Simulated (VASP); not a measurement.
An input for Ansatz (written as the equivalent of a VASP run, and not itself run):

Ansatz 0.2 input:
```yaml
crystal:
  lattice:
    - [3.1909145, 0.0000000, 0.0000000]
    - [-1.5954572, 2.7634127, 0.0000000]
    - [0.0000000, 0.0000000, 5.0913606]
  atoms:
    - { symbol: Mg, position: [0.3333330, 0.6666670, 0.2500000] }
    - { symbol: Mg, position: [0.6666670, 0.3333330, 0.7500000] }
kpoints:
  mp_grid: { grid: [12, 12, 7] }
hamiltonian:
  xc: pbesol
  pseudopotentials: { kind: paw }
scf:
  occupations: { method: methfessel_paxton, width: 0.1 }
  max_iter: 100
relax:
  max_steps: 60
  f_tol: 0.01
  cell: {}
output: { forces: true, stress: true, eigenvalues: true }
```

### Question
Translate this input to VASP (INCAR, KPOINTS, POSCAR, choice of POTCAR).

### Answer
One answer among several that fit: 
POSCAR:
```
Mg
1
    3.1909144515     0.0000000000     0.0000000000
   -1.5954572258     2.7634126537    -0.0000000000
    0.0000000000     0.0000000000     5.0913606082
Mg
2
Direct
  0.3333330000   0.6666670000   0.2500000000
  0.6666670000   0.3333330000   0.7500000000
```

File KPOINTS:
```
Regular mesh
0
gamma
12 12 7
```

### INCAR
```
NELM  =  100   # most electronic steps
NSW  =  60   # most ionic steps
ISIF  =  3
LASPH  =  .TRUE.
LREAL  =  .FALSE.   # projection in real space or not
SYSTEM  =  Mg
ISMEAR  =  1
LWAVE  =  .FALSE.
IBRION  =  2   # conjugate gradients
ENCUT  =  400   # plane-wave cut-off (eV)
EDIFF  =  1E-6
GGA  =  PS   # PBEsol
EDIFFG  =  -0.01
PREC  =  Accurate
LCHARG  =  .FALSE.
ALGO  =  Normal
SIGMA  =  0.1
```

POTCAR, in this order: Mg (PBE.64 set). Program: vasp_std.

What does not carry over: each code has its own PAW files, so the cut-off isn't converted (ENCUT is set for VASP's; basis.ecutwfc is left out, and Ansatz then takes the one that its files recommend); Ansatz stops its SCF on the density residual and VASP on the energy change (EDIFF).

The structure comes from a measured Mg entry (P6_3/mmc) of the Crystallography Open Database, whose conditions weren't checked. It was relaxed first. The start is the result of an earlier pass.
